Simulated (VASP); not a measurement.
VASP input:

**INCAR**
```
SYSTEM  =  Na
PREC  =  Accurate; ENCUT  =  520; LREAL  =  F
LASPH  =  T
EDIFF  =  1E-6; NELM  =  100; ALGO  =  Normal
ISMEAR  =  1; SIGMA  =  0.1
GGA  =  PE; IVDW  =  13
IBRION  =  2; NSW  =  60; ISIF  =  3
EDIFFG  =  -0.01
LWAVE  =  F; LCHARG  =  F
```

### KPOINTS
```
Automatic mesh
0
Gamma
11 11 11
0 0 0
```

File POSCAR:
```
Na
1.0
 -2.1300000000   2.1300000000   2.1300000000
  2.1300000000  -2.1300000000   2.1300000000
  2.1300000000   2.1300000000  -2.1300000000
Na
1
Cart
  0.0000000000   0.0000000000   0.0000000000
```

POTCAR, in this order: Na_pv (PBE.64 set). Program: vasp_std.

**Question.** Translate this PBE-D4 calculation to Ansatz.

**Answer.** One equivalent input (not run):
Ansatz 0.2 input:
```yaml
crystal:
  lattice:
    - [-2.1300000, 2.1300000, 2.1300000]
    - [2.1300000, -2.1300000, 2.1300000]
    - [2.1300000, 2.1300000, -2.1300000]
  atoms:
    - { symbol: Na, position: [0.0000000, 0.0000000, 0.0000000] }
kpoints:
  mp_grid: { grid: [11, 11, 11] }
hamiltonian:
  xc: pbe
  dispersion: d4
  pseudopotentials: { kind: paw }
scf:
  occupations: { method: methfessel_paxton, width: 0.1 }
  max_iter: 100
relax:
  max_steps: 60
  f_tol: 0.01
  cell: {}
output: { forces: true, stress: true, eigenvalues: true }
```
What does not carry over: each code has its own PAW files, so the cut-off isn't converted (ENCUT is set for VASP's; basis.ecutwfc is left out, and Ansatz then takes the one that its files recommend); Ansatz stops its SCF on the density residual and VASP on the energy change (EDIFF).

The compound is Na in the bcc structure. This run relaxes it. Symmetry was kept, so distortions that lower it aren't found.
